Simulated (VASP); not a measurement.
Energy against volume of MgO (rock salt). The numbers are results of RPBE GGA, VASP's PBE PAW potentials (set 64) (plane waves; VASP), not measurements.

```tsv
V (Å³/atom)	E (eV/atom)
9.272	-5.60441
9.568	-5.61818
9.864	-5.62276
10.160	-5.61948
10.456	-5.60943
```

Task: Fit a third-order Birch-Murnaghan equation of state.

Result: 
The volume per atom comes out as 9.88 Å³/atom and the bulk modulus comes out as 141 GPa. The pressure derivative of the bulk modulus comes out as 4.12. The lattice constant a comes out as 4.292 Å.

Measured: bulk modulus 170 GPa at 0 K (computed value off by -17.1 %), as given by Daniel Mejia-Rodriguez et al., Physical Review B (2018), arXiv:1807.09216 [0 K value with the zero-point phonon effect removed]; a 4.189 Å at 0 K (computed value off by +2.5 %), as given by Daniel Mejia-Rodriguez et al., Physical Review B (2018), arXiv:1807.09216 [static lattice: zero-point anharmonic expansion removed].

The compound is MgO in the rock salt structure. It was relaxed first, which changed the volume by +6 %.
